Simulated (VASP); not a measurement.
Output of a VASP run:

OSZICAR:
```
       N       E                     dE             d eps       ncg     rms          rms(c)
DAV:   1     0.150188482210E+03    0.15019E+03   -0.10922E+04  4091   0.134E+03
DAV:   2    -0.146981499434E+02   -0.16489E+03   -0.16316E+03  5649   0.550E+02
DAV:   3    -0.249080473406E+02   -0.10210E+02   -0.96971E+01  6151   0.874E+01
DAV:   4    -0.251412059241E+02   -0.23316E+00   -0.23104E+00  6100   0.132E+01
DAV:   5    -0.251445067742E+02   -0.33009E-02   -0.32780E-02  6260   0.169E+00    0.359E+01
DAV:   6    -0.249817610947E+02    0.16275E+00   -0.53438E-01  6284   0.597E+00    0.223E+01
DAV:   7    -0.249875384988E+02   -0.57774E-02   -0.25642E-01  6300   0.510E+00    0.821E-01
DAV:   8    -0.249792248982E+02    0.83136E-02   -0.43758E-02  6228   0.151E+00    0.381E-01
DAV:   9    -0.249791194785E+02    0.10542E-03   -0.35780E-03  6020   0.471E-01    0.252E-01
DAV:  10    -0.249790917825E+02    0.27696E-04   -0.33690E-04  5539   0.115E-01    0.118E-01
DAV:  11    -0.249790915517E+02    0.23085E-06   -0.27229E-05  5636   0.421E-02    0.292E-02
DAV:  12    -0.249790909078E+02    0.64384E-06   -0.24564E-06  5906   0.133E-02    0.839E-03
DAV:  13    -0.249790907581E+02    0.14973E-06   -0.49409E-07  4777   0.639E-03    0.178E-03
DAV:  14    -0.249790907951E+02   -0.37063E-07   -0.55297E-08  3118   0.356E-03
   1 F= -.24469475E+02 E0= -.24469748E+02  d E =-.244695E+02
```

**OUTCAR**
```
------------------------ aborting loop because EDIFF is reached ----------------------------------------
  FORCE on cell =-STRESS in cart. coord.  units (eV):
  Direction    XX          YY          ZZ          XY          YZ          ZX
  --------------------------------------------------------------------------------------
  Total        0.4983215      0.5167262      0.5068320      0.0000000      0.0000000      0.0000000
  in kB        9.7783828     10.1395317      9.9453811      0.0000000      0.0000000      0.0000000
  external PRESSURE =      -0.0455682 kB  Pullay stress =      10.0000000 kB
  volume of cell :       81.65
      direct lattice vectors                 reciprocal lattice vectors
     2.095751776 -5.176228205  0.000000000     0.238577872 -0.096595432  0.000000000
     2.095751776  5.176228205  0.000000000     0.238577872  0.096595432  0.000000000
     0.000000000  0.000000000  3.763309550     0.000000000  0.000000000  0.265723557
 POSITION                                       TOTAL-FORCE (eV/Angst)
 -----------------------------------------------------------------------------------
      2.09575      3.71891      0.94083         0.000000     -0.002490      0.000000
      2.09575     -3.71891      2.82248         0.000000      0.002490     -0.000000
      2.09575      0.79580      0.94083         0.000000     -0.004212     -0.000000
      2.09575     -0.79580      2.82248         0.000000      0.004212      0.000000
 -----------------------------------------------------------------------------------
    total drift:                               -0.000000     -0.000000      0.000000
  FREE ENERGIE OF THE ION-ELECTRON SYSTEM (eV)
  ---------------------------------------------------
  free  energy   TOTEN  =       -24.9790907951 eV

  energy  without entropy=      -24.9799097630  energy(sigma->0) =      -24.97936378
  enthalpy is  TOTEN    =       -24.4694753129 eV   P V=        0.5096154823

 reached required accuracy - stopping structural energy minimisation
```
(Selected blocks of OUTCAR.)

### POSCAR
```
HoSi
1
    2.0957517760    -5.1762282047     0.0000000000
    2.0957517760     5.1762282047    -0.0000000000
    0.0000000000     0.0000000000     3.7633095499
Ho Si
2 2
Direct
  0.1407700920   0.8592299080   0.2500000000
  0.8592299080   0.1407700920   0.7500000000
  0.4231295170   0.5768704830   0.2500000000
  0.5768704830   0.4231295170   0.7500000000
```

Write an INCAR and KPOINTS that could have produced this output.

This is not unique; one that fits is the input of the run itself, PBEsol GGA, plane waves, VASP's PBE PAW potentials (set 64).

### INCAR
```
SYSTEM=HoSi
PREC=Accurate; ENCUT=480; LREAL=F
LASPH=T
EDIFF=1E-7; NELM=100; ALGO=Normal
LMAXMIX=6
ISMEAR=1; SIGMA=0.1
GGA=PS
IBRION=2; NSW=40; ISIF=3
EDIFFG=-0.01; PSTRESS=10
LWAVE=F; LCHARG=F
```

KPOINTS:
```
Automatic mesh
0
Gamma
8 8 8
0 0 0
```

POTCAR, in this order: Ho_3 Si (PBE.64 set). Program: vasp_std.

The 4f electrons are frozen in the core of the lanthanide potential, so 4f levels, which can set the real gap, and their magnetism are missing.

The structure comes from a computed database's HoSi entry (Cmcm); how it stands against other phases isn't given here. It was relaxed first under an external pressure of 1 GPa.
